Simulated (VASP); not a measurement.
# CdSe: GW quasiparticle gap, part 5 of 6

Wanted: how far GW moves the Kohn-Sham levels of CdSe. The cell is of the zinc-blende type, one of the forms listed for this formula, which need not be the common one. The start is a computed cell from the Materials Project.

VASP 6.6.1, plane waves and PAW; the level of theory is named at each step.

So far, quasiparticle gap on the mesh (eV): step 4 (evGW0) 1.44. Also gap on the k-mesh (eV): step 3 (empty bands) 0.533.

### Step 5. evGW (continued)

Level of this step: evGW on PBE; plane waves and PAW (Cd_GW, Se_GW) (VASP).

From OUTCAR (step 5):

```text
   NELECT =      18.0000    total number of electrons

 E-fermi :   2.1280

 QP shifts <psi_nk| G(iteration)W_0 |psi_nk>: iteration 2
 k-point   1 :       0.0000    0.0000    0.0000
  band No. old QP-enery  QP-energies   sigma(KS)   T+V_ion+V_H  V^pw_x(r,r')   Z            occupation Imag(sigma)
    ...
      6      -7.7562      -8.5732     -18.7697       9.8780     -23.1570       0.7195       2.0000      -0.1442
      7       1.0119       0.7560     -13.7929      14.4663     -15.0311       0.7561       2.0000      -0.2542
      8       1.0119       0.7560     -13.7929      14.4663     -15.0311       0.7561       2.0000      -0.2542
      9       1.0119       0.7560     -13.7929      14.4663     -15.0311       0.7561       2.0000      -0.2542
     10       2.2781       2.2571      -9.7350      11.9865      -6.1825       0.7911       0.0000      -0.3780
     11       7.8551       7.9134      -9.0055      16.9361      -4.6296       0.7720       0.0000      -0.2775
     12       7.8551       7.9134      -9.0055      16.9361      -4.6296       0.7720       0.0000      -0.2775
     13       7.8551       7.9134      -9.0055      16.9361      -4.6296       0.7720       0.0000      -0.2775
    ...

 k-point   2 :       0.1667    0.0000    0.0000
  band No. old QP-enery  QP-energies   sigma(KS)   T+V_ion+V_H  V^pw_x(r,r')   Z            occupation Imag(sigma)
    ...
      6      -7.7534      -8.5727     -18.7663       9.8748     -23.1555       0.7200       2.0000      -0.1438
      7      -0.6733      -0.9644     -12.6462      11.5852     -13.8981       0.7508       2.0000      -0.2662
      8       0.8031       0.5393     -13.6440      14.0982     -14.9416       0.7560       2.0000      -0.2531
      9       0.8031       0.5393     -13.6440      14.0982     -14.9416       0.7560       2.0000      -0.2531
     10       3.6105       3.5936     -10.4209      14.0098      -6.8994       0.7810       0.0000      -0.3588
     11       7.5386       7.5889      -9.0228      16.6266      -4.6780       0.7716       0.0000      -0.2803
     12       8.1750       8.2388      -9.0899      17.3480      -4.6308       0.7676       0.0000      -0.2812
     13       8.1750       8.2388      -9.0899      17.3480      -4.6308       0.7676       0.0000      -0.2812
    ...

 QP shifts <psi_nk| G(iteration)W_0 |psi_nk>: iteration 3
 k-point   1 :       0.0000    0.0000    0.0000
  band No. old QP-enery  QP-energies   sigma(KS)   T+V_ion+V_H  V^pw_x(r,r')   Z            occupation Imag(sigma)
    ...
      6      -8.5732      -8.8531     -18.8346       9.8780     -23.1570       0.7301       2.0000      -0.1713
      7       0.7560       0.6736     -13.8180      14.4663     -15.0311       0.7655       2.0000      -0.2633
      8       0.7560       0.6736     -13.8180      14.4663     -15.0311       0.7655       2.0000      -0.2633
      9       0.7560       0.6736     -13.8180      14.4663     -15.0311       0.7655       2.0000      -0.2633
     10       2.2571       2.2601      -9.7256      11.9865      -6.1825       0.7956       0.0000      -0.3811
     11       7.9134       7.9484      -8.9779      16.9361      -4.6296       0.7805       0.0000      -0.2730
     12       7.9134       7.9484      -8.9779      16.9361      -4.6296       0.7805       0.0000      -0.2730
     13       7.9134       7.9484      -8.9779      16.9361      -4.6296       0.7805       0.0000      -0.2730
    ...

 QP shifts <psi_nk| G(iteration)W_0 |psi_nk>: iteration 4
 k-point   1 :       0.0000    0.0000    0.0000
  band No. old QP-enery  QP-energies   sigma(KS)   T+V_ion+V_H  V^pw_x(r,r')   Z            occupation Imag(sigma)
    ...
      6      -8.8531      -8.9485     -18.8612       9.8780     -23.1570       0.7338       2.0000      -0.1810
      7       0.6736       0.6479     -13.8263      14.4663     -15.0311       0.7686       2.0000      -0.2667
      8       0.6736       0.6479     -13.8263      14.4663     -15.0311       0.7686       2.0000      -0.2667
      9       0.6736       0.6479     -13.8263      14.4663     -15.0311       0.7686       2.0000      -0.2667
     10       2.2601       2.2628      -9.7230      11.9865      -6.1825       0.7975       0.0000      -0.3820
     11       7.9484       7.9640      -8.9678      16.9361      -4.6296       0.7826       0.0000      -0.2719
     12       7.9484       7.9640      -8.9678      16.9361      -4.6296       0.7826       0.0000      -0.2719
     13       7.9484       7.9640      -8.9678      16.9361      -4.6296       0.7826       0.0000      -0.2719
    ...

[... 16 parts as in an earlier step ...]

[... 22 further parts left out ...]
```

This step gave:

```
quasiparticle gap on the mesh                 : 1.615 eV
smallest direct quasiparticle gap on the mesh : 1.615 eV
```

QP gap by iteration, by row:

| iteration | gap (eV) | direct gap (eV) |
| --- | --- | --- |
| 1 | 1.266 | 1.266 |
| 2 | 1.501 | 1.501 |
| 3 | 1.587 | 1.587 |
| 4 | 1.615 | 1.615 |

GW takes the gap from 0.533 to 1.615 eV. That is +172 meV against evGW0 on PBE. The last pass still moved it by +28 meV. Spin-orbit coupling is left out. The value holds for 320 bands, ENCUTGW = 180 eV and this mesh, and isn't shown to be converged in them.

### Step 6. QPGW0

This step: QPGW0 on PBE; plane waves and PAW (Cd_GW, Se_GW) (VASP 6.6.1).

Here the orbitals are updated too, by diagonalising a Hermitian self-energy in the bands up to NBANDSGW.

File INCAR:

```
SYSTEM = CdSe
PREC = Accurate
ENCUT = 300
ISMEAR = 0
SIGMA = 0.01
LREAL = .FALSE.
GGA = PE
NBANDS = 320
ALGO = QPGW0
NELMGW = 4
ENCUTGW = 180
NOMEGA = 48
PRECFOCK = Fast
NBANDSGW = 28
LWAVE = .FALSE.
LCHARG = .FALSE.
```

File POSCAR:

```
CdSe
1.0
    0.0000000000      3.0702711986      3.0702711986
    3.0702711986      0.0000000000      3.0702711986
    3.0702711986      3.0702711986      0.0000000000
Cd Se
1 1
Direct
    0.0000000000      0.0000000000      0.0000000000
    0.2500000000      0.2500000000      0.2500000000
```

File KPOINTS:

```
Automatic mesh
0
Gamma
6 6 6
0 0 0
```

The projector-augmented-wave data sets are Cd_GW and Se_GW (PBE family, release 64).

The run is started by

```console
$ mpirun -np 4 vasp_std
```

The log of the run:

```text
[banner, memory and clock lines left out]
running    4 mpi-ranks, on    1 nodes
[...]
|                                                                             |
|           W    W    AA    RRRRR   N    N  II  N    N   GGGG   !!!           |
|           W    W   A  A   R    R  NN   N  II  NN   N  G    G  !!!           |
|           W    W  A    A  R    R  N N  N  II  N N  N  G       !!!           |
|           W WW W  AAAAAA  RRRRR   N  N N  II  N  N N  G  GGG   !            |
|           WW  WW  A    A  R   R   N   NN  II  N   NN  G    G                |
|           W    W  A    A  R    R  N    N  II  N    N   GGGG   !!!           |
|                                                                             |
|     The default for ENCUTGWSOFT is different in this version of VASP.       |
|     please manually set ENCUTGWSOFT =180 in the INCAR file.                 |
|                                                                             |

 LDA part: xc-table for (Slater+PW92), standard interpolation
 found WAVECAR, reading the header
 POSCAR, INCAR and KPOINTS ok, starting setup
[...]
reading WAVECAR
 the WAVECAR file was read successfully
 initial charge from wavefunction
 available memory per node:    129.57 GB, setting MAXMEM to    132678

 The Fermi energy was updated, please check that it is located mid-gap
 values below the HOMO (VB) or above the LUMO (CB) will cause erroneous energies
 E-fermi :   2.1280

 calculate exact exchange contribution
 the WAVEDER file was read successfully
energies w=
    0.000    0.000    0.231    0.000    0.460    0.000    0.688    0.000
    0.913    0.000    1.135    0.000    1.353    0.000    1.567    0.000
    1.777    0.000    1.983    0.000    2.185    0.000    2.384    0.000
    2.580    0.000    2.774    0.000    2.967    0.000    3.159    0.000
    3.350    0.000    3.543    0.000    3.737    0.000    3.933    0.000
    4.134    0.000    4.339    0.000    4.550    0.000    4.769    0.000
    4.997    0.000    5.237    0.000    5.491    0.000    5.760    0.000
    6.048    0.000    6.362    0.000    6.702    0.000    7.076    0.000
    7.493    0.000    7.960    0.000    8.490    0.000    9.101    0.000
    9.814    0.000   10.659    0.000   11.681    0.000   12.945    0.000
   14.547    0.000   16.648    0.000   19.522    0.000   23.687    0.000
   30.243    0.000   42.041    0.000   69.391    0.000  201.016    0.000
 responsefunction array rank=     332
 LDA part: xc-table for (Slater+PW92), standard interpolation

 min. memory requirement per mpi rank   1240.1 MB, per node   4960.4 MB

 allocating  12 responsefunctions rank=   332
 shmem allocating  48 responsefunctions rank=   332
 response function shared by NCSHMEM nodes    1
 Doing           12  frequencies on each core in blocks of           48
[...]
NQ=           8  operations           2
 NQ=           9  operations           4
 NQ=          10  operations           8
 NQ=          11  operations           2
 NQ=          12  operations           4
 NQ=          13  operations          16
 NQ=          14  operations           2
 NQ=          15  operations           2
 NQ=          16  operations           4
 allocating  12 responsefunctions rank=   332
 shmem allocating  48 responsefunctions rank=   332
 response function shared by NCSHMEM nodes    1
 Doing           12  frequencies on each core in blocks of           48
NQ=   1    0.0000    0.0000    0.0000,
|.........|.........|.........|.........|.........|.........|.........|.........
 performed       1495000 updates of chi_q(r,r)
 total number of BLAS operations       1311.13 Gflops
NQ=   2    0.1667    0.0000    0.0000,
|.........|.........|.........|.........|.........|.........|.........|.........
 performed       4209000 updates of chi_q(r,r)
 total number of BLAS operations       3534.80 Gflops
NQ=   3    0.3333    0.0000    0.0000,
|.........|.........|.........|.........|.........|.........|.........|.........
 performed       6923000 updates of chi_q(r,r)
 total number of BLAS operations       5594.83 Gflops
NQ=   4    0.5000    0.0000    0.0000,
|.........|.........|.........|.........|.........|.........|.........|.........
 performed       9207000 updates of chi_q(r,r)
 total number of BLAS operations       7609.17 Gflops
NQ=   5    0.1667    0.1667    0.0000,
|.........|.........|.........|.........|.........|.........|.........|.........
 performed      11921000 updates of chi_q(r,r)
 total number of BLAS operations       9763.90 Gflops
NQ=   6    0.3333    0.1667    0.0000,
|.........|.........|.........|.........|.........|.........|.........|.........
 performed      16176000 updates of chi_q(r,r)
 total number of BLAS operations      13293.77 Gflops
NQ=   7    0.5000    0.1667    0.0000,
|.........|.........|.........|.........|.........|.........|.........|.........
 performed      20431000 updates of chi_q(r,r)
 total number of BLAS operations      16801.76 Gflops
NQ=   8   -0.3333    0.1667    0.0000,
|.........|.........|.........|.........|.........|.........|.........|.........
 performed      24686000 updates of chi_q(r,r)
 total number of BLAS operations      20158.41 Gflops
NQ=   9   -0.1667    0.1667    0.0000,
|.........|.........|.........|.........|.........|.........|.........|.........
 performed      28368000 updates of chi_q(r,r)
 total number of BLAS operations      23118.52 Gflops
NQ=  10    0.3333    0.3333    0.0000,
|.........|.........|.........|.........|.........|.........|.........|.........
 performed      31082000 updates of chi_q(r,r)
 total number of BLAS operations      25384.08 Gflops
NQ=  11    0.5000    0.3333    0.0000,
|.........|.........|.........|.........|.........|.........|.........|.........
 performed      35337000 updates of chi_q(r,r)
 total number of BLAS operations      28826.80 Gflops
NQ=  12   -0.3333    0.3333    0.0000,
|.........|.........|.........|.........|.........|.........|.........|.........
 performed      39019000 updates of chi_q(r,r)
 total number of BLAS operations      31900.03 Gflops
NQ=  13    0.5000    0.5000    0.0000,
|.........|.........|.........|.........|.........|.........|.........|.........
 performed      41052000 updates of chi_q(r,r)
 total number of BLAS operations      33628.91 Gflops
NQ=  14    0.5000    0.3333    0.1667,
```

Wall time 1.5 h (4 MPI ranks of Intel Xeon Platinum 8488C (Sapphire Rapids), shared host).

The run was cut off at its time limit.

More ranks or a longer limit might have been enough; this was not tried.

### Step 7. Orbitals for another starting point

This step: PBE; plane waves and PAW (Cd_GW, Se_GW) (VASP 6.6.1).

A hybrid converges faster from good orbitals, so a cheap PBE run writes WAVECAR first.

File INCAR:

```
SYSTEM = CdSe
PREC = Accurate
ENCUT = 300
EDIFF = 1E-05
NELM = 100
ISMEAR = 0
SIGMA = 0.01
LREAL = .FALSE.
ALGO = Normal
GGA = PE
NBANDS = 15
LORBIT = 11
LWAVE = .TRUE.
LCHARG = .FALSE.
KPAR = 4
```

POSCAR is that of step 6.

KPOINTS is that of step 6.

The run is started by

```console
$ mpirun -np 4 vasp_std
```

The log of the run:

```text
[... set-up lines as in an earlier step ...]
 entering main loop
       N       E                     dE             d eps       ncg     rms          rms(c)
[... 11 cycles as in an earlier step ...]
DAV:  12    -0.551836747826E+01    0.19459E-05   -0.22266E-05   626   0.466E-02
   1 F= -.55183675E+01 E0= -.55183675E+01  d E =-.687007E-12
 writing wavefunctions
```

Run time: 6 s. Hardware: 4 MPI ranks; peak memory 0.59 GiB.

Parts of OUTCAR (step 7):

```text
   NELECT =      18.0000    total number of electrons

 E-fermi :   1.9037

 k-point     1 :       0.0000    0.0000    0.0000
  band No.  band energies     occupation
    ...
      5      -5.6206      2.00000
      6      -5.6206      2.00000
      7       1.8606      2.00000
      8       1.8606      2.00000
      9       1.8606      2.00000
     10       2.3941      0.00000
     11       7.7896      0.00000
     12       7.7896      0.00000
     13       7.7896      0.00000
     14      11.5179      0.00000
    ...

  Total        0.4359249      0.4359249      0.4359249     -0.0000000     -0.0000000      0.0000000
  in kB       12.0659640     12.0659640     12.0659640     -0.0000000     -0.0000000      0.0000000
  external PRESSURE =      12.0659640 kB  Pullay stress =       0.0000000 kB

 POSITION                                       TOTAL-FORCE (eV/Angst)
 -----------------------------------------------------------------------------------
      0.00000      0.00000      0.00000         0.000000      0.000000      0.000000
      1.53514      1.53514      1.53514        -0.000000     -0.000000     -0.000000
 -----------------------------------------------------------------------------------
    total drift:                                0.000001      0.000001      0.000001

  FREE ENERGIE OF THE ION-ELECTRON SYSTEM (eV)
  ---------------------------------------------------
  free  energy   TOTEN  =        -5.5183674783 eV

  energy  without entropy=       -5.5183674783  energy(sigma->0) =       -5.51836748

[... 8 parts as in an earlier step ...]

[... 9 further parts left out ...]
```

This step gave:

| Item | Value |
| --- | --- |
| pressure | 1.207 GPa |
| gap on the k-mesh | 0.5335 eV |
| least direct gap on the k-mesh | 0.5335 eV |

The run ends at a pressure of 1.21 GPa.

(Continued in part 6 of 6.)

[Lines on the potential files, build, host, timing and source positions are cut from VASP's logs without a mark.]

[Logs are printed without paths, hosts, clocks, repeated set-up lines and the standing remarks that a program may print on its own settings, such as how far it seeks lower states.]

[Hosts, paths, dates, database ids (printed as entryN), source tags and the programs' standing remarks are cut or masked in the printed files.]

[Pressures printed for these runs are not shown converged in the cutoff: they can be off by several GPa and have the wrong sign.]

[In band tables of VASP the shares of atoms and orbitals are scaled to a sum of 1 inside the atoms' spheres.]
